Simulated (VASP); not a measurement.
# O on Ag(100): which site?, part 7 of 7

Where does O sit on Ag(100), and how strongly does it bind?

VASP 6.6.1, plane waves and PAW; the level of theory is named at each step.

So far. Step 10 (Potential and states with the adsorbate, site hollow): The vacuum level lies 4.58 eV above the Fermi level at the upper face; the two faces differ by 0.71 eV, the step that the slab's dipole of 0.139 e·Å makes. Step 11 (Relaxing the adsorbate, site bridge): The run ended after 20 ionic steps, 0.079 eV below its first step, once the forces on the free atoms met EDIFFG = -0.03.

## Step 12: Potential and states with the adsorbate, site bridge (continued)

Level of this step: RPBE; plane waves and PAW (Ag, O) (VASP).

OUTCAR, selected parts (step 12):

```text
  Total       -1.6815274     -3.4462928     -1.1086235      0.0000000      0.0000000      0.0000000
  in kB       -3.5653755     -7.3072419     -2.3506360      0.0000000      0.0000000      0.0000000
  external PRESSURE =      -4.4077512 kB  Pullay stress =       0.0000000 kB

 POSITION                                       TOTAL-FORCE (eV/Angst)
 -----------------------------------------------------------------------------------
      1.48850      1.48850      7.50000        -0.000000     -0.026519      0.050101
      4.46551      1.48850      7.50000         0.000000     -0.046766      0.087535
      1.48850      4.46551      7.50000        -0.000000      0.026519      0.050101
      4.46551      4.46551      7.50000         0.000000      0.046766      0.087535
      0.00000      0.00000      9.60506         0.009418     -0.000000     -0.085419
      2.97701      0.00000      9.60506        -0.009418     -0.000000     -0.085419
      0.00000      2.97701      9.60506        -0.060128     -0.000000     -0.036237
      2.97701      2.97701      9.60506         0.060128     -0.000000     -0.036237
      1.48850      1.48706     11.72057        -0.000000      0.021773      0.006680
      4.46551      1.47900     11.73413         0.000000      0.000037     -0.011722
      1.48850      4.46696     11.72057        -0.000000     -0.021773      0.006680
      4.46551      4.47502     11.73413         0.000000     -0.000037     -0.011722
      5.85072      0.00000     13.83280         0.025571     -0.000000      0.013066
      3.08030      0.00000     13.83280        -0.025571     -0.000000      0.013066
[...]
-----------------------------------------------------------------------------------
    total drift:                                0.000000      0.000000     -0.117582

  FREE ENERGIE OF THE ION-ELECTRON SYSTEM (eV)
  ---------------------------------------------------
  free  energy   TOTEN  =       -36.9925426841 eV

  energy  without entropy=      -36.9589576681  energy(sigma->0) =      -36.98134768

[... 2 parts as in an earlier step ...]

[... 1 further part left out ...]
[key lines of the parts left out:]
E-fermi :   0.0757
```

Zero at the Fermi level. The planar average of the electrostatic potential by height:

```
height (Å)  planar average of the electrostatic potential (eV)
       0.0                                                5.43
       0.5                                                4.08
       1.0                                                4.04
       1.5                                                4.04
       2.0                                                4.04
       2.5                                                4.04
       3.0                                                4.04
       3.5                                                4.04
       4.0                                                4.03
       4.5                                                4.02
       5.0                                                3.97
       5.5                                                3.81
       6.0                                                3.27
       6.5                                                1.20
       7.0                                               -8.05
       7.5                                               -13.9
       8.0                                               -8.14
       8.5                                              -0.138
       9.0                                               -6.11
       9.5                                               -13.8
      10.0                                               -10.2
      10.5                                              -0.947
      11.0                                               -3.55
      11.5                                               -12.7
      12.0                                               -12.1
      12.5                                               -2.78
      13.0                                               -2.10
      13.5                                               -11.4
      14.0                                               -12.7
      14.5                                               -3.67
      15.0                                                1.51
      15.5                                                3.62
      16.0                                                5.30
      16.5                                                5.59
      17.0                                                5.65
      17.5                                                5.66
      18.0                                                5.66
      18.5                                                5.66
      19.0                                                5.66
      19.5                                                5.66
      20.0                                                5.66
      20.5                                                5.66
      21.0                                                5.66
```

The map of layer states is cut here 0.5 eV above the Fermi level, so it leaves out the states above that.

At the end the adsorbate's closest contact with the slab is O-Ag at 2.06 Å, 1.59 Å to the side of the slab's atom, and its lowest atom lies 1.31 Å above the highest atom of the slab.

The vacuum level lies 5.66 eV above the Fermi level at the upper face; the two faces differ by 1.62 eV, the step that the slab's dipole of 0.318 e·Å makes.

VASP counts the dipole in electrons times Å, so a positive number points the physical dipole along −c.

The program found no field-free point at its default tolerance, but its printed level agrees with the flat part of the planar average.

On this mesh the fine structure of the density of states is sampling noise, and high empty states may be cut by the number of bands.

## Step 13: The sites side by side

This step: adsorption sites, RPBE; plane waves and PAW (VASP 6.6.1).

No new run; the numbers come from the runs before.

The site's symmetry is kept, so a site may be a saddle point. All sites:

```
  site  adsorption energy (eV)  height over the top layer (Å)  shortest distance to the metal (Å)  bond in the molecule (Å)  change of the work function (eV)  sideways move (Å)
 ontop                   1.201                          1.848                               1.951                         -                             2.388                  0
hollow                 -0.6073                         0.7055                               2.272                         -                            0.7366                  0
bridge                  0.1869                          1.336                               2.062                         -                              1.82                  0
```

Each adsorption energy is the energy with the adsorbate less the clean slab (-32.364 eV) and the reference (-4.804 eV, half of O2).

## Step 14: Outcome

```
ontop start  : 1.20 eV
hollow start : -0.61 eV
bridge start : 0.19 eV
```

In words: Among the starts that kept their site, O is lowest at the hollow site of Ag(100), at -0.61 eV against half of O2; bridge lies 0.79 eV higher and ontop lies 1.81 eV higher. At that site the work function rises by 0.74 eV from 3.84 eV. Symmetry was kept, so any start that stayed on its site may sit on a saddle point. The slab is thin, and zero-point and thermal parts are left out.

[Lines on the potential files, build, host, timing and source positions are cut from VASP's logs without a mark.]

[Logs are printed without paths, hosts, clocks, repeated set-up lines and the standing remarks that a program may print on its own settings, such as how far it seeks lower states.]

[Hosts, paths, dates, database ids (printed as entryN), source tags and the programs' standing remarks are cut or masked in the printed files.]

[Runs that stopped without an error message from VASP are left out.]
